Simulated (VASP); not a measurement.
Output of a VASP run:

File OUTCAR:
```
 ion  position               nearest neighbor table
   1  0.000  0.000  0.000-   2 2.17   2 2.17   2 2.17   2 2.17   2 2.17   2 2.17
   2  0.500  0.500  0.500-   1 2.17   1 2.17   1 2.17   1 2.17   1 2.17   1 2.17
  LATTYP: Found a face centered cubic cell.
 ALAT       =     4.3300000000
 Subroutine PRICEL returns:
 Original cell was already a primitive cell.
 Subroutine GETGRP returns: Found 48 space group operations
The static configuration has the point symmetry O_h .
The dynamic configuration has the point symmetry O_h .
 Subroutine INISYM returns: Found 48 space group operations
 Subroutine IBZKPT returns following result:
 Found    145 irreducible k-points:

 Following reciprocal coordinates:
            Coordinates               Weight
  0.000000  0.000000  0.000000      1.000000
  0.062500  0.000000  0.000000      8.000000
  0.125000  0.000000  0.000000      8.000000
  0.187500  0.000000  0.000000      8.000000
  0.250000  0.000000  0.000000      8.000000
  0.312500  0.000000  0.000000      8.000000
  0.375000  0.000000  0.000000      8.000000
  0.437500  0.000000  0.000000      8.000000
  0.500000  0.000000  0.000000      4.000000
  0.062500  0.062500  0.000000      6.000000
  0.125000  0.062500  0.000000     24.000000
  0.187500  0.062500  0.000000     24.000000
  0.250000  0.062500  0.000000     24.000000
  0.312500  0.062500  0.000000     24.000000
  0.375000  0.062500  0.000000     24.000000
  0.437500  0.062500  0.000000     24.000000
  0.500000  0.062500  0.000000     24.000000
 -0.437500  0.062500  0.000000     24.000000
 -0.375000  0.062500  0.000000     24.000000
 -0.312500  0.062500  0.000000     24.000000
 -0.250000  0.062500  0.000000     24.000000
 -0.187500  0.062500  0.000000     24.000000
 -0.125000  0.062500  0.000000     24.000000
 -0.062500  0.062500  0.000000     12.000000
  0.125000  0.125000  0.000000      6.000000
  0.187500  0.125000  0.000000     24.000000
  0.250000  0.125000  0.000000     24.000000
  0.312500  0.125000  0.000000     24.000000
  0.375000  0.125000  0.000000     24.000000
  0.437500  0.125000  0.000000     24.000000
  0.500000  0.125000  0.000000     24.000000
 -0.437500  0.125000  0.000000     24.000000
 -0.375000  0.125000  0.000000     24.000000
 -0.312500  0.125000  0.000000     24.000000
 -0.250000  0.125000  0.000000     24.000000
 -0.187500  0.125000  0.000000     24.000000
 -0.125000  0.125000  0.000000     12.000000
  0.187500  0.187500  0.000000      6.000000
  0.250000  0.187500  0.000000     24.000000
  0.312500  0.187500  0.000000     24.000000
   k-points           NKPTS =    145   k-points in BZ     NKDIM =    145   number of bands    NBANDS=     12
   number of dos      NEDOS =    301   number of ions     NIONS =      2
   total plane-waves  NPLWV =  13824
   dimension x,y,z NGX =    24 NGY =   24 NGZ =   24
   dimension x,y,z NGXF=    48 NGYF=   48 NGZF=   48
   ions per type =               1   1
   PREC   = accura    normal or accurate (medium, high low for compatibility)
   ISTART =      0    job   : 0-new  1-cont  2-samecut
   ICHARG =      2    charge: 1-file 2-atom 10-const
   ISPIN  =      1    spin polarized calculation?
   LNONCOLLINEAR =      F non collinear calculations
   LSORBIT =      F    spin-orbit coupling
   INIWAV =      1    electr: 0-lowe 1-rand  2-diag
   ENCUT  =  520.0 eV  38.22 Ry    6.18 a.u.   5.69  5.69  5.69*2*pi/ulx,y,z
   NELM   =    100;   NELMIN=  2; NELMDL= -5     # of ELM steps
   EDIFF  = 0.1E-05   stopping-criterion for ELM
   LREAL  =      F    real-space projection
   NLSPLINE    = F    spline interpolate recip. space projectors
   LMAXMIX     =    4 max onsite mixed and CHGCAR
   VOSKOWN=      0    Vosko Wilk Nusair interpolation
   EDIFFG = 0.1E-04   stopping-criterion for IOM
   NSW    =      0    number of steps for IOM
   NBLOCK =      1;   KBLOCK =      1    inner block; outer block
   IBRION =     -1    ionic relax: 0-MD 1-quasi-New 2-CG
...
```

**OSZICAR**
```
       N       E                     dE             d eps       ncg     rms          rms(c)
DAV:   1     0.120680456201E+03    0.12068E+03   -0.85332E+03  3484   0.159E+03
DAV:   2    -0.140700627272E+02   -0.13475E+03   -0.12838E+03  3608   0.384E+02
DAV:   3    -0.238330524022E+02   -0.97630E+01   -0.92909E+01  4564   0.984E+01
DAV:   4    -0.243032148736E+02   -0.47016E+00   -0.46936E+00  4588   0.205E+01
DAV:   5    -0.243192561174E+02   -0.16041E-01   -0.16042E-01  4684   0.333E+00    0.187E+01
DAV:   6    -0.193697273947E+02    0.49495E+01   -0.32113E+01  4144   0.704E+01    0.716E+00
DAV:   7    -0.187473359583E+02    0.62239E+00   -0.47802E+00  4252   0.282E+01    0.493E+00
DAV:   8    -0.187124832373E+02    0.34853E-01   -0.14118E-01  3740   0.504E+00    0.302E+00
DAV:   9    -0.187130577159E+02   -0.57448E-03   -0.15207E-01  3892   0.494E+00    0.820E-01
DAV:  10    -0.187100192038E+02    0.30385E-02   -0.15585E-02  5092   0.179E+00    0.598E-01
DAV:  11    -0.187083883658E+02    0.16308E-02   -0.76130E-03  3736   0.137E+00    0.125E-01
DAV:  12    -0.187083772590E+02    0.11107E-04   -0.46735E-04  3808   0.320E-01    0.353E-02
DAV:  13    -0.187083671607E+02    0.10098E-04   -0.23299E-05  5128   0.660E-02    0.125E-02
DAV:  14    -0.187083658470E+02    0.13137E-05   -0.13964E-06  2916   0.104E-02    0.268E-03
DAV:  15    -0.187083657335E+02    0.11351E-06   -0.25035E-07  1896   0.714E-03
   1 F= -.18708366E+02 E0= -.18708193E+02  d E =-.518438E-03
```

File OUTCAR:
```
------------------------ aborting loop because EDIFF is reached ----------------------------------------
  FORCE on cell =-STRESS in cart. coord.  units (eV):
  Direction    XX          YY          ZZ          XY          YZ          ZX
  --------------------------------------------------------------------------------------
  Total        0.0924536      0.0924536      0.0924536      0.0000000     -0.0000000      0.0000000
  in kB        7.2984486      7.2984486      7.2984486      0.0000000     -0.0000000      0.0000000
  external PRESSURE =       7.2984486 kB  Pullay stress =       0.0000000 kB
  volume of cell :       20.30
      direct lattice vectors                 reciprocal lattice vectors
     0.000000000  2.165000000  2.165000000    -0.230946882  0.230946882  0.230946882
     2.165000000  0.000000000  2.165000000     0.230946882 -0.230946882  0.230946882
     2.165000000  2.165000000  0.000000000     0.230946882  0.230946882 -0.230946882
 POSITION                                       TOTAL-FORCE (eV/Angst)
 -----------------------------------------------------------------------------------
      0.00000      0.00000      0.00000        -0.000000     -0.000000     -0.000000
      2.16500      2.16500      2.16500         0.000000      0.000000      0.000000
 -----------------------------------------------------------------------------------
    total drift:                                0.000000     -0.000000     -0.000000
  FREE ENERGIE OF THE ION-ELECTRON SYSTEM (eV)
  ---------------------------------------------------
  free  energy   TOTEN  =       -18.7083657335 eV

  energy  without entropy=      -18.7078472950  energy(sigma->0) =      -18.70819292
```
(Selected blocks of OUTCAR.)

POSCAR:
```
TiC
1
    0.0000000000     2.1650000000     2.1650000000
    2.1650000000     0.0000000000     2.1650000000
    2.1650000000     2.1650000000     0.0000000000
Ti C
1 1
Direct
  0.0000000000   0.0000000000   0.0000000000
  0.5000000000   0.5000000000   0.5000000000
```

Question: Write an INCAR and KPOINTS that could have produced this output.

Answer: This is not unique; one that fits is the input of the run itself, PBE GGA, plane waves, VASP's PBE PAW potentials (set 64).

INCAR:
```
SYSTEM=TiC
PREC=Accurate; ENCUT=520; LREAL=.False.
LASPH=.True.; KSPACING=0.16; KGAMMA=.True.
EDIFF=1E-6; NELM=100; ALGO=Normal
LMAXMIX=4
ISMEAR=1; SIGMA=0.1
GGA=PE
ISIF=2
LWAVE=.False.; LCHARG=.False.
```

POTCAR, in this order: Ti_sv C (PBE.64 set). Program: vasp_std.

The compound is TiC in the rock salt structure. The cell was not relaxed at this level. The run is one of a series of settings (KGAMMA = .TRUE., KSPACING = 0.16, KPOINTS file removed against the base run), some of them coarse on purpose.
